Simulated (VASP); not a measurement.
Level of theory: PBE GGA, VASP's PBE PAW potentials (set 64) (plane waves; VASP 6.6.1).

The input files of a VASP run:

**INCAR**
```
# general
SYSTEM =Tc
PREC   =Accurate
ENCUT  =300
LREAL  =F
LASPH  =T

# electronic loop
EDIFF  =1E-6
NELM   =100
ALGO   =Normal
LMAXMIX=4

# smearing
ISMEAR =0
SIGMA  =0.1

# functional
GGA    =PE

# ions
ISIF   =2

# output
LWAVE  =F
LCHARG =F
```

**POSCAR**
```
Tc
1
   -2.3955800000     2.3955800000     1.3070570000
    2.3955800000    -2.3955800000     1.3070570000
    2.3955800000     2.3955800000    -1.3070570000
Tc
2
Direct
  0.7500000000   0.2500000000   0.5000000000
  0.0000000000   0.0000000000   0.0000000000
```

**KPOINTS**
```
kpoints
0
Gamma
 11 11 11
0 0 0
```

POTCAR, in this order: Tc_pv (PBE.64 set). Program: vasp_std.

Output

### OSZICAR
```
       N       E                     dE             d eps       ncg     rms          rms(c)
DAV:   1     0.202132615182E+03    0.20213E+03   -0.12814E+04  5204   0.101E+03
DAV:   2    -0.152960545025E+02   -0.21743E+03   -0.21519E+03  4802   0.350E+02
DAV:   3    -0.200036278631E+02   -0.47076E+01   -0.46170E+01  5119   0.595E+01
DAV:   4    -0.200568530229E+02   -0.53225E-01   -0.52753E-01  4768   0.547E+00
DAV:   5    -0.200575765374E+02   -0.72351E-03   -0.72127E-03  4885   0.495E-01    0.226E+01
DAV:   6    -0.191487640346E+02    0.90881E+00   -0.22646E+00  4600   0.144E+01    0.815E+00
DAV:   7    -0.190412013641E+02    0.10756E+00   -0.43904E-01  5215   0.581E+00    0.137E+00
DAV:   8    -0.190339459817E+02    0.72554E-02   -0.15312E-02  4407   0.128E+00    0.603E-02
DAV:   9    -0.190337507500E+02    0.19523E-03   -0.38170E-04  4705   0.202E-01    0.180E-02
DAV:  10    -0.190337367984E+02    0.13952E-04   -0.10009E-05  4863   0.306E-02    0.637E-03
DAV:  11    -0.190337357377E+02    0.10607E-05   -0.19313E-06  2605   0.138E-02    0.252E-03
DAV:  12    -0.190337349510E+02    0.78666E-06   -0.19234E-07  2195   0.445E-03
   1 F= -.19033735E+02 E0= -.19025962E+02  d E =-.155453E-01
```

OUTCAR:
```
------------------------ aborting loop because EDIFF is reached ----------------------------------------
  FORCE on cell =-STRESS in cart. coord.  units (eV):
  Direction    XX          YY          ZZ          XY          YZ          ZX
  --------------------------------------------------------------------------------------
  Total        2.9137351      2.9137351      0.6849028      0.0000000      0.0000000      0.0000000
  in kB      155.5911055    155.5911055     36.5732577      0.0000000      0.0000000      0.0000000
  external PRESSURE =     115.9184896 kB  Pullay stress =       0.0000000 kB
  volume of cell :       30.00
      direct lattice vectors                 reciprocal lattice vectors
    -2.395580000  2.395580000  1.307057000     0.000000000  0.208717722  0.382538788
     2.395580000 -2.395580000  1.307057000     0.208717722  0.000000000  0.382538788
     2.395580000  2.395580000 -1.307057000     0.208717722  0.208717722  0.000000000
 POSITION                                       TOTAL-FORCE (eV/Angst)
 -----------------------------------------------------------------------------------
      0.00000      2.39558      0.65353        -0.000000      0.000000      0.000000
      0.00000      0.00000      0.00000         0.000000     -0.000000     -0.000000
 -----------------------------------------------------------------------------------
    total drift:                                0.000000      0.000000     -0.000000
  FREE ENERGIE OF THE ION-ELECTRON SYSTEM (eV)
  ---------------------------------------------------
  free  energy   TOTEN  =       -19.0337349510 eV

  energy  without entropy=      -19.0181896761  energy(sigma->0) =      -19.02596231
```
(Selected blocks of OUTCAR.)

At this cut-off the stress carries a Pulay error, which pulls relaxed volumes low.

The structure was generated: Tc was put into an ordered model structure, which need not be its known phase. The cell was not relaxed at this level.
